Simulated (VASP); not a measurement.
An input for Ansatz (written as the equivalent of a VASP run, and not itself run):

Ansatz 0.2 input:
```yaml
crystal:
  lattice:
    - [0.0000000, 2.8866420, 2.8866420]
    - [2.8866420, 0.0000000, 2.8866420]
    - [2.8866420, 2.8866420, 0.0000000]
  atoms:
    - { symbol: Ca, position: [0.0000000, 0.0000000, 0.0000000] }
    - { symbol: S, position: [0.5000000, 0.5000000, 0.5000000] }
kpoints:
  mp_grid: { grid: [8, 8, 8] }
hamiltonian:
  xc: pbe
  pseudopotentials: { kind: paw }
scf:
  occupations: { method: gaussian, width: 0.05 }
  max_iter: 100
output: { forces: true, stress: true, eigenvalues: true }
```

Q: Write the VASP files for the same calculation (PBE).

A: Several could match; the one computed here: 
File KPOINTS:
```
Automatic mesh
0
Gamma
8 8 8
0 0 0
```

POSCAR:
```
CaS
5.7732840
  0.0000000000   0.5000000032   0.5000000032
  0.5000000032   0.0000000000   0.5000000032
  0.5000000032   0.5000000032   0.0000000000
Ca S
1 1
Cartesian
  0.0000000000   0.0000000000   0.0000000000
  0.5000000032   0.5000000032   0.5000000032
```

INCAR:
```
LASPH=T   ! aspherical one-centre terms
EDIFF=1E-7   ! SCF stop (eV)
ENCUT=520
ISMEAR=0
LREAL=F   ! projection in real space or not
PREC=Accurate
LCHARG=F
ALGO=Normal
LWAVE=F
NELM=100   ! most electronic steps
ISIF=2   ! forces and stress, cell fixed
SIGMA=0.05   ! width (eV)
GGA=PE   ! PBE
SYSTEM=CaS
```

POTCAR, in this order: Ca_sv S (PBE.64 set). Program: vasp_std.

The two are equivalent in intent, not identical: each code has its own PAW files, so the cut-off isn't converted (ENCUT is set for VASP's; basis.ecutwfc is left out, and Ansatz then takes the one that its files recommend); Ansatz stops its SCF on the density residual and VASP on the energy change (EDIFF).

The compound is CaS in the rock salt structure. This cell is one point of a volume scan, at 1.03 of the reference volume.
